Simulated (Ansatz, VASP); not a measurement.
# Hf (Hafnium) in two plane-wave programs, part 2 of 2

One calculation is typed for both programs; each brings its own data sets. How far apart do they land? The cell is taken from a series of runs on this material, whose earlier steps may have relaxed, scaled, displaced or heated it; both programs get it as it stands.

VASP 6.6.1 and Ansatz 0.2.0.

So far: Set-up; Ansatz: zone-centre phonons, LDA; VASP: zone-centre phonons, LDA.

### 3. VASP: zone-centre phonons, LDA (continued)

Level of this step: LDA; plane waves and PAW (Hf_pv) (VASP).

Numbers of over 12 decimals in the logs are rounded to 6 here.

OUTCAR, selected parts (step 3):

```text
ion  position               nearest neighbor table
   1  0.333  0.667  0.250-   2 3.05   2 3.05   2 3.05   2 3.05   2 3.05   2 3.05
   2  0.667  0.333  0.750-   1 3.05   1 3.05   1 3.05   1 3.05   1 3.05   1 3.05

  LATTYP: Found a hexagonal cell.
 ALAT       =     3.1093383273
 C/A-ratio  =     1.5841192323

 Subroutine GETGRP returns: Found 24 space group operations
 (whereof 12 operations were pure point group operations)

The static configuration has the point symmetry D_3d.
 The point group associated with its full space group is D_6h.

 Found    135 irreducible k-points:

   k-points           NKPTS =    135   k-points in BZ     NKDIM =    135   number of bands    NBANDS=     16

   dimension x,y,z NGX =    24 NGY =   24 NGZ =   36
   dimension x,y,z NGXF=    48 NGYF=   48 NGZF=   72

   ENCUT  =  500.0 eV  36.75 Ry    6.06 a.u.   5.67  5.67  8.98*2*pi/ulx,y,z

   NELECT =      20.0000    total number of electrons

 k-points in reciprocal lattice and weights: Automatic mesh
   0.00000000  0.00000000  0.00000000       0.001
   0.06666667  0.00000000  0.00000000       0.003
   0.13333333  0.00000000  0.00000000       0.003
   0.20000000  0.00000000  0.00000000       0.003
   0.26666667  0.00000000  0.00000000       0.003
   0.33333333  0.00000000  0.00000000       0.003
   0.40000000  0.00000000  0.00000000       0.003
   0.46666667  0.00000000  0.00000000       0.003
   0.06666667  0.06666667  0.00000000       0.003
[...]
0.33333333  0.26666667  0.50000000       0.007
   0.33333333  0.33333333  0.50000000       0.001

 average (electrostatic) potential at core
       1 -36.8457       2 -36.8457

  Total        0.3152586      0.3152586      0.3058547      0.0000000      0.0000000      0.0000000
  in kB       12.2477162     12.2477162     11.8823767      0.0000000      0.0000000      0.0000000
  external PRESSURE =      12.1259364 kB  Pullay stress =       0.0000000 kB

  energy-cutoff  :      500.00
  volume of cell :       41.24
      direct lattice vectors                 reciprocal lattice vectors
     3.109338327  0.000000000  0.000000000     0.321611833  0.185682679  0.000000000
    -1.554669164  2.692765980  0.000000000     0.000000000  0.371365357  0.000000000
     0.000000000  0.000000000  4.925562644     0.000000000  0.000000000  0.203022491

 POSITION                                       TOTAL-FORCE (eV/Angst)
 -----------------------------------------------------------------------------------
      0.00000      1.79518      1.23139        -0.000000      0.000000      0.000000
      1.55467      0.89759      3.69417         0.000000      0.000000      0.000000
 -----------------------------------------------------------------------------------
    total drift:                               -0.000000     -0.000000      0.000000

 Eigenvectors and eigenvalues of the dynamical matrix
 ----------------------------------------------------

   1 f  =    3.493126 THz    21.947959 2PiTHz  116.518148 cm-1    14.446403 meV
             X         Y         Z           dx          dy          dz
      0.000000  1.795177  1.231391     0.000000   -0.000000    0.707107
      1.554669  0.897589  3.694172     0.000000   -0.000000   -0.707107

   2 f  =    2.128412 THz    13.373206 2PiTHz   70.996177 cm-1     8.802400 meV
             X         Y         Z           dx          dy          dz
      0.000000  1.795177  1.231391    -0.511913   -0.487796   -0.000000
      1.554669  0.897589  3.694172     0.511913    0.487796   -0.000000

   3 f  =    2.128412 THz    13.373206 2PiTHz   70.996177 cm-1     8.802400 meV
             X         Y         Z           dx          dy          dz
      0.000000  1.795177  1.231391    -0.487796    0.511913    0.000000
      1.554669  0.897589  3.694172     0.487796   -0.511913    0.000000

   4 f  =    0.000000 THz     0.000000 2PiTHz    0.000001 cm-1     0.000000 meV
             X         Y         Z           dx          dy          dz
      0.000000  1.795177  1.231391    -0.011438   -0.701826    0.085496
      1.554669  0.897589  3.694172    -0.011438   -0.701826    0.085496

   5 f  =    0.000000 THz     0.000000 2PiTHz    0.000001 cm-1     0.000000 meV
             X         Y         Z           dx          dy          dz
      0.000000  1.795177  1.231391     0.707014   -0.011281    0.001987
      1.554669  0.897589  3.694172     0.707014   -0.011281    0.001987

   6 f/i=    0.000000 THz     0.000000 2PiTHz    0.000001 cm-1     0.000000 meV
             X         Y         Z           dx          dy          dz
      0.000000  1.795177  1.231391    -0.000608    0.085517    0.701916
      1.554669  0.897589  3.694172    -0.000608    0.085517    0.701916

 ELASTIC MODULI CONTR FROM IONIC RELAXATION (kBar)
 Direction    XX          YY          ZZ          XY          YZ          ZX
 --------------------------------------------------------------------------------
 XX        -145.0451    145.0451     -0.0000     -0.0000      0.0000     -0.0000
 YY         145.0451   -145.0451     -0.0000     -0.0000     -0.0000      0.0000
 ZZ          -0.0000     -0.0000     -0.0000     -0.0000      0.0000      0.0000
 XY          -0.0000     -0.0000     -0.0000   -145.0451     -0.0000      0.0000
 YZ           0.0000     -0.0000      0.0000     -0.0000     -0.0000      0.0000
 ZX          -0.0000      0.0000      0.0000      0.0000      0.0000     -0.0000
 --------------------------------------------------------------------------------
```

### 4. Side by side

Known differences besides the potentials themselves: the data sets hold 52 valence electrons in Ansatz (on its PAW soft_1 files) and 20 in VASP; the cutoff is 420 eV in Ansatz and 500 eV in VASP; VASP's log shows a relativistic correction to its local exchange, Ansatz's none. Total energies have different zeros and are not compared.

The two programs side by side:

| quantity | Ansatz | VASP | difference |
| --- | --- | --- | --- |
| optical mode 1 to 2 (cm⁻¹) | 72.1 | 71.0 | +1.55 % |
| optical mode 3 (cm⁻¹) | 116.8 | 116.5 | +0.24 % |

Modes are paired by rising frequency, not by their patterns, so a pair may set unlike modes beside each other; they are those without the splitting of longitudinal modes.

### 5. What came out

```
r.m.s. difference of the optical zone-centre modes, each program's sorted by frequency (zone-centre phonons, LDA) : 0.92 cm⁻¹
difference in optical mode 1 to 2 (zone-centre phonons, LDA)                                                      : +1.6 %
```

In words: The r.m.s. difference of the optical zone-centre modes, each program's sorted by frequency is 0.92 cm⁻¹ (zone-centre phonons, LDA). The data sets hold unlike numbers of valence electrons (52 in Ansatz and 20 in VASP), so part of the differences comes from the potentials. Among the rows given in per cent, the largest difference of the zone-centre phonons, LDA pair is in optical mode 1 to 2, +1.6 %. Such differences can come from data sets, numerical settings and the points named under the comparisons, not from the functional's error against experiment.

[Lines on the potential files, build, host, timing and source positions are cut from VASP's logs without a mark.]

[Logs are printed without paths, hosts, clocks, repeated set-up lines and the standing remarks that a program may print on its own settings, such as how far it seeks lower states.]

[Hosts, paths, dates, database ids (printed as entryN), source tags and the programs' standing remarks are cut or masked in the printed files.]
